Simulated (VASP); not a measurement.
OSZICAR of a VASP run on CoSn (space group P6/mmm):

**OSZICAR**
```
       N       E                     dE             d eps       ncg     rms          rms(c)
DAV:   1     0.578814714699E+03    0.57881E+03   -0.22873E+04  2360   0.196E+03
DAV:   2     0.470294665541E+02   -0.53179E+03   -0.52002E+03  2296   0.518E+02
DAV:   3    -0.321343596112E+02   -0.79164E+02   -0.77543E+02  2387   0.198E+02
DAV:   4    -0.353587824399E+02   -0.32244E+01   -0.32056E+01  2704   0.462E+01
DAV:   5    -0.354534044904E+02   -0.94622E-01   -0.94572E-01  3220   0.688E+00    0.153E+01
DAV:   6    -0.360066004866E+02   -0.55320E+00   -0.26703E+01  2738   0.469E+01    0.126E+01
DAV:   7    -0.332344265098E+02    0.27722E+01   -0.14210E+01  2663   0.365E+01    0.599E+00
DAV:   8    -0.329784555135E+02    0.25597E+00   -0.14977E+00  2570   0.916E+00    0.132E+00
DAV:   9    -0.329599093239E+02    0.18546E-01   -0.16383E-01  2815   0.445E+00    0.445E-01
DAV:  10    -0.329592427808E+02    0.66654E-03   -0.14493E-02  2542   0.110E+00    0.288E-01
DAV:  11    -0.329584286929E+02    0.81409E-03   -0.17272E-03  3146   0.482E-01    0.627E-02
DAV:  12    -0.329584701793E+02   -0.41486E-04   -0.27068E-04  2740   0.133E-01    0.221E-02
DAV:  13    -0.329584688631E+02    0.13162E-05   -0.37997E-05  2986   0.694E-02    0.639E-03
DAV:  14    -0.329584694702E+02   -0.60708E-06   -0.38376E-06  2348   0.211E-02
   1 F= -.32958469E+02 E0= -.32900232E+02  d E =-.116474E+00
```

Question: Which electronic solver shows in the log?

Answer: It is blocked Davidson (ALGO = Normal, or the opening steps of other solvers). The INCAR had ALGO = Normal.

Question: How was spin treated?

Answer: Without spin polarisation: there is no mag entry.

Question: Can the final energy be trusted as converged?

Answer: The calculation finished and met its thresholds. It stopped with EDIFF = 1E-6, NELM = 100 (PBE GGA, plane waves, VASP's PBE PAW potentials (set 64)).

The structure comes from a computed database's CoSn entry; how it stands against other phases isn't given here. The cell was not relaxed at this level, and its volume differs by -5.9 % from the start's. The run is not spin-polarised, so no magnetic state was tried. The electron count is odd and the run is not spin-polarised, which forces a metal.
